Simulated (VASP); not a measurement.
Energy against volume of ZnS (zinc blende). Computed with PBEsol GGA, VASP's PBE PAW potentials (set 64) (plane waves; VASP). Numerical set-up: 520 eV cut-off, 9×9×9 Γ-centred mesh, Gaussian smearing of 0.050 eV, potentials Zn S.

| V (Å³/atom) | E (eV/atom) |
|---|---|
| 18.678 | -3.78978 |
| 19.256 | -3.79446 |
| 19.834 | -3.79059 |
| 20.411 | -3.77947 |

Question: Fit these four points and predict the energy of the run at 18.101 Å³/atom.

Answer: A cubic in V^(−2/3), the third-order Birch-Murnaghan form, passes through the four points with V0 = 19.27 Å³/atom and B0 = 79 GPa, and gives -3.7751 eV/atom there. The run gave -3.7750 eV/atom, +0.0 meV/atom from the fit; all five points give B0 = 79 GPa.

The compound is ZnS in the zinc blende structure. It was relaxed first.
